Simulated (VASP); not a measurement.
An input for Ansatz (written as the equivalent of a VASP run, and not itself run):

Ansatz 0.2 input:
```yaml
crystal:
  lattice:
    - [5.8473348, 0.0000000, 0.0000000]
    - [0.0000000, 5.8473348, 0.0000000]
    - [0.0000000, 0.0000000, 5.8473348]
  atoms:
    - { symbol: Cs, position: [0.0000000, 0.0000000, 0.0000000] }
    - { symbol: Pb, position: [0.5000000, 0.5000000, 0.5000000] }
    - { symbol: Br, position: [0.5000000, 0.0000000, 0.5000000] }
    - { symbol: Br, position: [0.0000000, 0.5000000, 0.5000000] }
    - { symbol: Br, position: [0.5000000, 0.5000000, 0.0000000] }
kpoints:
  mp_grid: { grid: [4, 4, 4] }
hamiltonian:
  xc: pbesol
  pseudopotentials: { kind: paw }
scf:
  occupations: { method: gaussian, width: 0.05 }
  max_iter: 100
relax:
  max_steps: 60
  f_tol: 0.02
  cell: {}
output: { forces: true, stress: true, eigenvalues: true }
```

### Question
Write the VASP files for the same calculation (PBEsol).

### Answer
One answer among several that fit: 
**INCAR**
```
# general
SYSTEM   =  CsPbBr3
PREC     =  Accurate
ENCUT    =  520
LREAL    =  .FALSE.   # projection in real space or not
LASPH    =  .TRUE.   # aspherical one-centre terms

# electronic loop
EDIFF    =  1E-6
NELM     =  100
ALGO     =  Normal   # blocked Davidson
LMAXMIX  =  4   # l cut-off of mixed one-centre charges

# smearing
ISMEAR   =  0
SIGMA    =  0.05

# functional
GGA      =  PS

# ions
IBRION   =  2
NSW      =  60   # most ionic steps
ISIF     =  3
EDIFFG   =  -0.02   # ionic stop

# output
LWAVE    =  .FALSE.
LCHARG   =  .FALSE.
```

POSCAR:
```
CsPbBr3
1
    5.8473348058    -0.0000000000     0.0000000000
    0.0000000000     5.8473348058    -0.0000000000
    0.0000000000     0.0000000000     5.8473348058
Cs Pb Br
1 1 3
Direct
  0.0000000000   0.0000000000   0.0000000000
  0.5000000000   0.5000000000   0.5000000000
  0.5000000000   0.0000000000   0.5000000000
  0.0000000000   0.5000000000   0.5000000000
  0.5000000000   0.5000000000   0.0000000000
```

### KPOINTS
```
Automatic mesh
0
Gamma
4 4 4
0 0 0
```

POTCAR, in this order: Cs_sv Pb_d Br (PBE.64 set). Program: vasp_std.

Limits of the translation: each code has its own PAW files, so the cut-off isn't converted (ENCUT is set for VASP's; basis.ecutwfc is left out, and Ansatz then takes the one that its files recommend); Ansatz stops its SCF on the density residual and VASP on the energy change (EDIFF).

The compound is CsPbBr3 in the cubic perovskite structure, the ideal cubic form; the compound distorts at low or room temperature. This run relaxes it. Symmetry was kept, so distortions that lower it aren't found. The start is the result of an earlier pass.
